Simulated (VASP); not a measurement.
# AlW3 (I4/mmm) in VASP: single point with PBE0

Aim: the single point of AlW3 with PBE0.

Everything below comes from runs of VASP 6.6.1. Logs are shortened: lines on timing, memory, paths and dates and some standing lists are left out, and cuts for length are marked.

**1. The crystal as given**

The structure is tetragonal, space group I4/mmm (No. 139). The conventional cell has a = 4.418 Å, b = 4.418 Å, c = 8.561 Å, α = 90.00°, β = 90.00°, γ = 90.00°. Al (site symmetry 4/mmm) has 12 W at 3.08 to 3.12 Å as nearest neighbours. W (site symmetry 4/mmm) is surrounded by 8 W at 3.08 Å and 4 Al at 3.12 Å. Around W (site symmetry -4m2) lie 4 Al at 3.08 Å and 8 W at 3.08 to 3.12 Å.

The cell was built by a generator and needn't be a form met in nature.

**2. Single point, PBE0**

File POSCAR:

```
AlW3
1.0
    0.0000000000      4.4182770000      0.0000000000
    4.4182770000      0.0000000000      0.0000000000
    2.2091390000      2.2091390000     -4.2806750000
Al W
1 3
Direct
    0.0000000000      0.0000000000      0.0000000000
    0.5000000000      0.5000000000      0.0000000000
    0.2500000000      0.7500000000      0.5000000000
    0.7500000000      0.2500000000      0.5000000000
```

File INCAR.step1:

```
  PREC = Accurate
  ENCUT = 520
  EDIFF = 1E-5
  ISMEAR = -1
  SIGMA = 0.0397
  LREAL = False
  LASPH = True
  NELM = 60
  ALGO = Normal
  ISIF = 2
  LWAVE = True
  LCHARG = False
  NBANDS = 30
  GGA = PE
```

File INCAR.step2:

```
  PREC = Accurate
  ENCUT = 520
  EDIFF = 1E-6
  ISMEAR = -1
  SIGMA = 0.0397
  LREAL = False
  LASPH = True
  NELM = 60
  ALGO = Normal
  ISIF = 2
  LWAVE = False
  LCHARG = False
  GGA = PE
  LHFCALC = True
  AEXX = 0.25
  PRECFOCK = Normal
  HFRCUT = -1
  NBANDS = 30
  ISTART = 1
```

File KPOINTS:

```
Automatic mesh
0
Gamma
  3 3 3
```

Potentials or basis: VASP PAW PBE potentials, release 64 (Al, W_sv).

Run with:

```sh
cat potpaw_PBE.64/Al/POTCAR potpaw_PBE.64/W_sv/POTCAR > POTCAR
cp INCAR.step1 INCAR
mpirun -np 1 vasp_std > vasp.out
cp INCAR.step2 INCAR
mpirun -np 1 vasp_std > vasp.out
```

OUTCAR:

```text
PREC = Accurate
   ENCUT = 520
   EDIFF = 1E-6
   ISMEAR = -1
   LREAL = False
   LASPH = True
   NELM = 60
   ISIF = 2
   GGA = PE
   LHFCALC = True
   AEXX = 0.25
   PRECFOCK = Normal
   ISTART = 1

 ion  position               nearest neighbor table
   1  0.000  0.000  0.000-   4 3.08   3 3.08   4 3.08   3 3.08   3 3.08   4 3.08   3 3.08   4 3.08
                             2 3.12   2 3.12   2 3.12   2 3.12
   2  0.500  0.500  0.000-   3 3.08   4 3.08   3 3.08   4 3.08   3 3.08   4 3.08   3 3.08   4 3.08
                             1 3.12   1 3.12   1 3.12   1 3.12
   3  0.250  0.750  0.500-   1 3.08   2 3.08   1 3.08   2 3.08   1 3.08   2 3.08   1 3.08   2 3.08
                             4 3.12   4 3.12   4 3.12   4 3.12
   4  0.750  0.250  0.500-   2 3.08   1 3.08   2 3.08   1 3.08   1 3.08   2 3.08   1 3.08   2 3.08
                             3 3.12   3 3.12   3 3.12   3 3.12

  LATTYP: Found a body centered tetragonal cell.
 ALAT       =     4.4182770000
 C/A-ratio  =     1.9377123707

  Lattice vectors:

 A1 = (  -2.2091390000,   2.2091380000,   4.2806750000)
 A2 = (   2.2091380000,  -2.2091390000,   4.2806750000)
 A3 = (   2.2091390000,   2.2091390000,  -4.2806750000)

Analysis of symmetry for initial positions (statically):
=====================================================================
 Subroutine PRICEL returns:
 Original cell was already a primitive cell.

 Routine SETGRP: Setting up the symmetry group for a
 body centered tetragonal supercell.

 Subroutine GETGRP returns: Found 16 space group operations
 (whereof 16 operations were pure point group operations)
 out of a pool of 16 trial point group operations.

The static configuration has the point symmetry D_4h.

Analysis of symmetry for dynamics (positions and initial velocities):
=====================================================================
 Subroutine PRICEL returns:
 Original cell was already a primitive cell.

 Routine SETGRP: Setting up the symmetry group for a
 body centered tetragonal supercell.

 Subroutine GETGRP returns: Found 16 space group operations
 (whereof 16 operations were pure point group operations)
 out of a pool of 16 trial point group operations.

The dynamic configuration has the point symmetry D_4h.

 Subroutine INISYM returns: Found 16 space group operations
 (whereof 16 operations are pure point group operations),
 and found     1 'primitive' translations

----------------------------------------------------------------------------------------

                                     Primitive cell

  volume of cell :      83.5638

  direct lattice vectors                    reciprocal lattice vectors
     0.000000000  4.418277000  0.000000000     0.000000000  0.226332573  0.116804035
     4.418277000  0.000000000  0.000000000     0.226332573  0.000000000  0.116804035
     2.209139000  2.209139000 -4.280675000     0.000000000  0.000000000 -0.233608017

  length of vectors
     4.418277000  4.418277000  5.299506458     0.254695143  0.254695143  0.233608017

  position of ions in fractional coordinates (direct lattice)
     0.000000000  0.000000000  0.000000000
     0.500000000  0.500000000  0.000000000
     0.250000000  0.750000000  0.500000000
     0.750000000  0.250000000  0.500000000

  ion indices of the primitive-cell ions
   primitive index   ion index
                 1           1
                 2           2
                 3           3
                 4           4

----------------------------------------------------------------------------------------

 KPOINTS: Automatic mesh

Automatic generation of k-mesh.
 Grid dimensions read from file:
 generate k-points for:    3    3    3

 Generating k-lattice:

  Cartesian coordinates                     Fractional coordinates (reciprocal lattice)
     0.000000000  0.075444191  0.038934678     0.333333333  0.000000000 -0.000000000
     0.075444191  0.000000000  0.038934678     0.000000000  0.333333333 -0.000000000
     0.000000000  0.000000000 -0.077869339     0.000000000  0.000000000  0.333333333

  Length of vectors
     0.084898381  0.084898381  0.077869339

  Shift w.r.t. Gamma in fractional coordinates (k-lattice)
     0.000000000  0.000000000  0.000000000

 Subroutine IBZKPT returns following result:
 ===========================================

 Found      6 irreducible k-points:

 Following reciprocal coordinates:
            Coordinates               Weight
  0.000000  0.000000  0.000000      1.000000
  0.333333  0.000000  0.000000      8.000000
  0.333333  0.333333  0.000000      8.000000
 -0.333333  0.333333  0.000000      4.000000
  0.000000  0.000000  0.333333      2.000000
 -0.333333  0.000000  0.333333      4.000000
   k-points           NKPTS =      6   k-points in BZ     NKDIM =     27   number of bands    NBANDS=     30
   number of dos      NEDOS =    301   number of ions     NIONS =      4
   total plane-waves  NPLWV =  51840
   dimension x,y,z NGX =    36 NGY =   36 NGZ =   40
   dimension x,y,z NGXF=    72 NGYF=   72 NGZF=   80
   ions per type =               1   3
   NGX,Y,Z   is equivalent  to a cutoff of  13.55, 13.55, 12.55 a.u.
   NGXF,Y,Z  is equivalent  to a cutoff of  27.09, 27.09, 25.10 a.u.
 SYSTEM =  unknown system
   PREC   = accura    normal or accurate (medium, high low for compatibility)
   ISTART =      1    job   : 0-new  1-cont  2-samecut
   ICHARG =      0    charge: 1-file 2-atom 10-const
   ISPIN  =      1    spin polarized calculation?
   LNONCOLLINEAR =      F non collinear calculations
   LSORBIT =      F    spin-orbit coupling
   LASPH  =      T    aspherical Exc in radial PAW
   ENCUT  =  520.0 eV  38.22 Ry    6.18 a.u.   8.22  8.22  9.85*2*pi/ulx,y,z
   NELM   =     60;   NELMIN=  2; NELMDL=  0     # of ELM steps
   EDIFF  = 0.1E-05   stopping-criterion for ELM
   LREAL  =      F    real-space projection
   EDIFFG = 0.1E-04   stopping-criterion for IOM
   NSW    =      0    number of steps for IOM
   IBRION =     -1    ionic relax: 0-MD 1-quasi-New 2-CG
   NFREE  =      0    steps in history (QN), initial steepest desc. (CG)
   ISIF   =      2    stress and relaxation
   ISYM   =      3    0-nonsym 1-usesym 2-fastsym
   POTIM  = 0.5000    time-step for ionic-motion
   TEBEG  =    0.0;   TEEND  =   0.0 temperature during run
   PSTRESS=    0.0 pullay stress
   NELECT =      45.0000    total number of electrons
   NUPDOWN=      -1.0000    fix difference up-down
   EMIN   =  10.00;   EMAX   =-10.00  energy-range for DOS
   EFERMI =   0.00;   METHOD = LEGACY
   ISMEAR =    -1;   SIGMA  =   0.04  broadening in eV -4-tet -1-fermi 0-gaus
   EFERMI_NEDOS =   21; number of points for ismear=-14 and -15
   IALGO  =     38    algorithm
   IMIX   =      1    mixing-type and parameters
     AMIX     =   0.40;   BMIX     =  1.00
     AMIX_MAG =   1.60;   BMIX_MAG =  1.00
  volume/ion in A,a.u.               =      20.89       140.98
  Fermi-wavevector in a.u.,A,eV,Ry     =   1.331904  2.516934 24.136307  1.773969
  Thomas-Fermi vector in A             =   2.460880
   LORBIT       =      0    0 simple, 1 ext, 2 COOP (PROOUT), +10 PAW based schemes
   GGA     = PE    functional components
   LHFCALC =     T    Hartree Fock is set to
   PRECFOCK=normal    Normal, Fast or Accurate (Low or Medium for compatibility)
   ENCUT4O =  -1.0   cutoff for four orbital integrals eV
   NKREDX  =     1    reduce k-point grid by
   NKREDY  =     1    reduce k-point grid by
   NKREDZ  =     1    reduce k-point grid by
   AEXX    =    0.2500 exact exchange contribution
   HFSCREEN=    0.0000 screening length (either q_TF or 0.3 A-1)
   HFSCREENC=   0.0000 screening length for correlation (either q_TF or 0.3 A-1)
   ENCUTFOCK=  -1.0 apply spherical cutoff to Coloumb kernel
   IVDW    =     0    specifies the selected vdW correction
   LEPSILON=     F    determine dielectric tensor
   LRPA    =     F    only Hartree local field effects (RPA)
 non-spin polarized calculation
  energy-cutoff  :      520.00
  volume of cell :       83.56
 maximum number of plane-waves:      2264
 NGX is ok and might be reduce to    36
  NGX = 28; NGY = 28; NGZ = 30

 number of electron      44.9999996 magnetization

 Free energy of the ion-electron system (eV)
  ---------------------------------------------------
  ext. energy  EPLUGINS =         0.00000000
  ---------------------------------------------------
  free energy    TOTEN  =       -48.08811445 eV

  energy without entropy =      -48.08024137  energy(sigma->0) =      -48.08417791

 E-fermi :   7.0080     XC(G=0):  -9.0132

 val. band max:        6.9877253843   @ k =  -0.3333   0.3333   0.0000
 cond. band min:       7.3554432449   @ k =   0.3333   0.3333   0.0000
 fundamental gap:      0.3677178605
 Fermi energy:         7.0080345191

 k-point     1 :       0.0000    0.0000    0.0000
  band No.  band energies     occupation
      1     -72.0746      2.00000
      2     -72.0199      2.00000
      3     -72.0090      2.00000
      4     -34.8203      2.00000
      5     -34.7273      2.00000
      6     -34.7273      2.00000
[... 22 lines left out ...]
     29      11.2258      0.00000
     30      11.4413      0.00000

 k-point     2 :       0.3333    0.0000    0.0000
  band No.  band energies     occupation
      1     -72.0630      2.00000
      2     -72.0229      2.00000
      3     -72.0144      2.00000
      4     -34.7994      2.00000
      5     -34.7677      2.00000
      6     -34.7459      2.00000
[... 22 lines left out ...]
     29      10.4617      0.00000
     30      11.2122      0.00000

 k-point     3 :       0.3333    0.3333    0.0000
  band No.  band energies     occupation
      1     -72.0579      2.00000
      2     -72.0237      2.00000
      3     -72.0176      2.00000
      4     -34.8381      2.00000
      5     -34.8219      2.00000
      6     -34.7478      2.00000
[... 22 lines left out ...]
     29      10.3959      0.00000
     30      10.7914      0.00000

 k-point     4 :      -0.3333    0.3333    0.0000
  band No.  band energies     occupation
      1     -72.0603      2.00000
      2     -72.0192      2.00000
      3     -72.0165      2.00000
      4     -34.8647      2.00000
      5     -34.8195      2.00000
      6     -34.7310      2.00000
[... 22 lines left out ...]
     29      10.7781      0.00000
     30      11.0317      0.00000

 k-point     5 :       0.0000    0.0000    0.3333
  band No.  band energies     occupation
      1     -72.0634      2.00000
      2     -72.0296      2.00000
      3     -72.0090      2.00000
      4     -34.8212      2.00000
      5     -34.8212      2.00000
      6     -34.7238      2.00000
[... 22 lines left out ...]
     29      11.3400      0.00000
     30      11.4108      0.00000

 k-point     6 :      -0.3333    0.0000    0.3333
  band No.  band energies     occupation
      1     -72.0587      2.00000
      2     -72.0277      2.00000
      3     -72.0135      2.00000
      4     -34.8086      2.00000
      5     -34.7905      2.00000
      6     -34.6840      2.00000
[... 22 lines left out ...]
     29      10.5858      0.00000
     30      10.9092      0.00000

------------------------ aborting loop because EDIFF is reached ----------------------------------------

  FORCE on cell =-STRESS in cart. coord.  units (eV):
  Direction    XX          YY          ZZ          XY          YZ          ZX
  --------------------------------------------------------------------------------------
  -------------------------------------------------------------------------------------
  Total      -22.5732728    -22.5732728    -21.2275067     -0.0000000      0.0000025      0.0000025
  in kB     -432.7997245   -432.7997245   -406.9972106     -0.0000000      0.0000475      0.0000475
  external PRESSURE =    -424.1988865 kB  Pullay stress =       0.0000000 kB

 VOLUME and BASIS-vectors are now :
 -----------------------------------------------------------------------------
  energy-cutoff  :      520.00
  volume of cell :       83.56
      direct lattice vectors                 reciprocal lattice vectors
     0.000000000  4.418277000  0.000000000     0.000000000  0.226332573  0.116804035
     4.418277000  0.000000000  0.000000000     0.226332573  0.000000000  0.116804035
     2.209139000  2.209139000 -4.280675000     0.000000000  0.000000000 -0.233608017

 POSITION                                       TOTAL-FORCE (eV/Angst)
 -----------------------------------------------------------------------------------
      0.00000      0.00000      0.00000         0.000000     -0.000000      0.000000
      2.20914      2.20914      0.00000         0.000000     -0.000000      0.000000
      4.41828      2.20914     -2.14034        -0.000000      0.000000     -0.000000
      2.20914      4.41828     -2.14034         0.000000     -0.000000      0.000000
 -----------------------------------------------------------------------------------
    total drift:                               -0.000000     -0.000000     -0.000000

  FREE ENERGIE OF THE ION-ELECTRON SYSTEM (eV)
  ---------------------------------------------------
  free  energy   TOTEN  =       -48.0881144498 eV

  energy  without entropy=      -48.0802413725  energy(sigma->0) =      -48.08417791
```

Wall time 16 min (1 thread of AMD EPYC 9R45 (Zen 5), shared host); peak memory 0.2 GiB.

What came out:

```yaml
Free_energy: -48.0881 eV
Pressure: -42.4 GPa
Band_gap_on_the_k_mesh: none (metal or under the smearing width)
```

Levels at points of the mesh, in eV from the Fermi level:
```csv
k point,band 19,band 20,band 21,band 22,band 23,band 24,band 25,band 26
"(0.00, 0.00, 0.00)",-2.32,-2.12,-2.12,0.99,1.59,1.67,1.78,2.03
```

Caveat: the k mesh is coarse (spacing up to 0.53 Å⁻¹), so the values aren't converged, least of all with exact exchange; a pressure of tens of GPa on the cell as given is suspect, and the run, the potentials or the cell itself is likely at fault; the PAW data sets were made with another functional, which shifts forces and pressure a little. The run has no spin-orbit coupling, so splittings on W are missing.
